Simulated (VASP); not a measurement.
Input of a VASP 6.6.1 run:

The input INCAR:

```
SYSTEM = Zr
  ALGO = Normal
  EDIFF = 1E-7
  EDIFFG = -0.005
  ENCUT = 600
  GGA = PS
  IBRION = 2
  ISIF = 3
  ISMEAR = 1
  LASPH = .TRUE.
  LCHARG = .FALSE.
  LREAL = .FALSE.
  LWAVE = .FALSE.
  NELM = 80
  NSW = 90
  PREC = Accurate
  PSTRESS = 53.4
  SIGMA = 0.1
```

KPOINTS

```
k-points
0
G
  15 15 7
  0 0 0
```

File POSCAR:

```
Zr                                      
1.0
    3.1281902433      0.0000000000      0.0000000000
   -1.5640951217      2.7090922186      0.0000000000
    0.0000000000      0.0000000000      5.0487413469
  Zr            
     2
Direct
     0.3333333332999970    0.6666666667000030    0.2500000000000000
     0.6666666667000030    0.3333333332999970    0.7500000000000000
```

Potentials or basis: VASP PAW PBE potentials, release 64 (Zr_sv).

Command:

```sh
$ cat potpaw_PBE.64/Zr_sv/POTCAR > POTCAR
$ mpirun -np 1 vasp_std > vasp.out
```

Predict the relaxed cell.

a = 3.128 Å, b = 3.128 Å, c = 5.048 Å, α = 90.00°, β = 90.00°, γ = 120.00°.

Estimate the band gap on the k mesh.

none (metal or under the smearing width).

What does it give for the relaxed volume?

21.39 Å³/atom.

What does it give for the space group after relaxing (to 0.05 Å)?

P6_3/mmc (No. 194).

Step by step:
```
step  energy change (eV)  largest force (eV/Å)  pressure (GPa)  volume (Å³)
   1              0.0000                0.0000            5.30        42.79
   2              0.0010                0.0000            5.38        42.76
   3              0.0004                0.0000            5.34        42.77
```

Caveat: the cell is relaxed towards a set pressure, so the enthalpy falls and the energy may rise; the PAW data sets were made with another functional, which shifts forces and pressure a little.
